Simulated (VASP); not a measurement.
Input:

```yaml
crystal:
  lattice:
    - [2.93008, 0.00000, 0.00000]
    - [0.00000, 2.93008, 0.00000]
    - [0.00000, 0.00000, 2.93008]
  atoms:
    - { symbol: Zn, position: [0.50000, 0.50000, 0.50000] }
    - { symbol: Cu, position: [0.00000, 0.00000, 0.00000] }
```

Calculation: PBE GGA, VASP's PBE PAW potentials (set 64) (plane waves; VASP 6.6.1). Settings: 500 eV cut-off, 12×12×12 Γ-centred mesh, first-order Methfessel-Paxton smearing of 0.10 eV, potentials Zn Cu.

Estimate the energy per atom (σ→0), pressure, band gap (on the k-mesh) with the smallest direct gap where there is one.

| Quantity | Result |
|---|---|
| band gap (on the k-mesh) | none (metal, semimetal or under 0.01 eV) |
| energy per atom (σ→0) | -2.497 eV/atom |
| pressure | 5.04 GPa |

Total energies compare only between runs with the same potentials, cut-off and functional.

The compound is CuZn in the CsCl type structure. It was relaxed first under an external pressure of 5 GPa. The electron count is odd and the run is not spin-polarised, which forces a metal.
